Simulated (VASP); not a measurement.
Data:

```yaml
crystal:
  lattice:
    - [3.78127, 0.00000, 0.00000]
    - [0.00000, 3.78127, 0.00000]
    - [0.00000, 0.00000, 3.78127]
  atoms:
    - { symbol: Cu, position: [0.00000, 0.50000, 0.50000] }
    - { symbol: Cu, position: [0.50000, 0.00000, 0.50000] }
    - { symbol: Cu, position: [0.50000, 0.50000, 0.00000] }
    - { symbol: Au, position: [0.00000, 0.00000, 0.00000] }
```

Method: optB88-vdW, VASP's PBE PAW potentials (set 64) (plane waves; VASP 6.6.1). Run with 520 eV cut-off, 9×9×9 Γ-centred mesh, tetrahedra with Blöchl corrections, potentials Cu Au.

The cores are frozen, which limits the accuracy of field gradients.

Problem. Give the principal components of the electric field gradient (V/Å²) and the asymmetry η at each nucleus.

Solution. 
```csv
atom,Vxx,Vyy,Vzz,η
Cu1,-9.8,-9.8,19.6,0.00
Cu2,-9.8,-9.8,19.6,0.00
Cu3,-9.8,-9.8,19.6,0.00
Au4,0.0,0.0,0.0,-
```

The compound is Cu3Au in the L1_2 structure. It was relaxed first.
